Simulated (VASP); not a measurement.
VASP runs on GeI$_{2}$ (space group Fm-3m) share one base input (PBE GGA, plane waves, VASP's PBE PAW potentials (set 64)) and change the settings named in each case.

**INCAR**
```
SYSTEM  =  GeI2
PREC  =  Accurate; ENCUT  =  300; LREAL  =  F
LASPH  =  T
EDIFF  =  1E-6; NELM  =  100; ALGO  =  Normal
LMAXMIX  =  4
ISMEAR  =  -1; SIGMA  =  0.05
GGA  =  PE
ISIF  =  2
LWAVE  =  F; LCHARG  =  F
```

POSCAR:
```
GeI2
1
    0.0000000000     3.4650760000     3.4650760000
    3.4650760000     0.0000000000     3.4650760000
    3.4650760000     3.4650760000     0.0000000000
Ge I
1 2
Direct
  0.0000000000   0.0000000000   0.0000000000
  0.2500000000   0.2500000000   0.2500000000
  0.7500000000   0.7500000000   0.7500000000
```

**KPOINTS**
```
Automatic mesh
0
Gamma
7 7 7
0 0 0
```

POTCAR, in this order: Ge_d I (PBE.64 set). Program: vasp_std.

```tsv
change	E(σ→0) (eV/atom)	pressure (GPa)	−TS (eV)
base run	-2.2913	13.02	-0.0013
GGA = PS	-2.7038	9.90	-0.0020
GGA_COMPAT = .FALSE., LNONCOLLINEAR = .TRUE., LSORBIT = .TRUE., MAGMOM = 0.0 0.0 0.0 0.0 0.0 0.0 0.0 0.0 0.0, program vasp_ncl	-2.3866	13.10	-0.0013
KPOINTS 5×5×5 Γ-centred mesh	-2.2896	13.05	-0.0028
```
 Energies of different potentials or functionals have different zeros.  Unless said otherwise, spin-orbit coupling is left out, though it shifts the bands of the heavy elements here. At 300 eV the pressure can carry a Pulay error.

Left out are runs that ran out of time, are held back, or changed the cell or the kind of run, fixed moments of cells without a moment, rows past the twelfth, gaps on odd meshes, pressures of charged cells and columns that move by less than the noise.

The structure was generated: GeI2 was put into an ordered model structure, which need not be its known phase. The cell was not relaxed at this level.
